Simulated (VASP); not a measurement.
Data:

```
CELL_PARAMETERS angstrom
      0.00000     3.29460     3.29460
      3.29460     0.00000     3.29460
      3.29460     3.29460     0.00000
ATOMIC_POSITIONS crystal
  Hg 0.00000 0.00000 0.00000
  Te 0.25000 0.25000 0.25000
```

Method: PBE GGA, VASP's PBE PAW potentials (set 64) (plane waves; VASP). Settings: 250 eV cut-off, 6×6×6 Γ-centred mesh, Gaussian smearing of 0.050 eV, potentials Hg Te.

At this cut-off the stress carries a Pulay error, which pulls relaxed volumes low.

Q: Give the stress tensor in GPa (positive for a compressed cell).

A: 
```
1.08  0.00  0.00
0.00  1.08  0.00
0.00  0.00  1.08
```
The pressure is its mean diagonal, 1.08 GPa.

The compound is HgTe in the zinc blende structure. The cell was not relaxed at this level. The run is one of a series of settings (ENCUT = 250 against the base run), some of them coarse on purpose.
